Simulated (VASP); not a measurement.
Data:

```
SnSr3O
1.0
    5.09826     0.00000     0.00000
    0.00000     5.09826     0.00000
    0.00000     0.00000     5.09826
Sr Sn O
3 1 1
Cartesian
  2.54913   0.00000   2.54913
  0.00000   2.54913   2.54913
  2.54913   2.54913   0.00000
  0.00000   0.00000   0.00000
  2.54913   2.54913   2.54913
```

All values below come from PBEsol GGA with spin-orbit coupling, VASP's PBE PAW potentials (set 64) (plane waves; VASP). Numerical set-up: 520 eV cut-off, 6×6×6 Γ-centred mesh, Gaussian smearing of 0.050 eV, potentials Sr_sv Sn_d O.

**Question.** Predict the energy per atom (σ→0), band gap (over mesh and band path) with the smallest direct gap where there is one.

**Answer.** 
The band gap (over mesh and band path) is 0.10 eV and the smallest direct gap (over mesh and band path) is 0.13 eV. The energy per atom (σ→0) is -4.629 eV/atom.

Only differences to runs with the same potentials and settings are physical.

The structure comes from a computed database's Sr3SnO entry (Pm-3m); how it stands against other phases isn't given here. It was relaxed first.
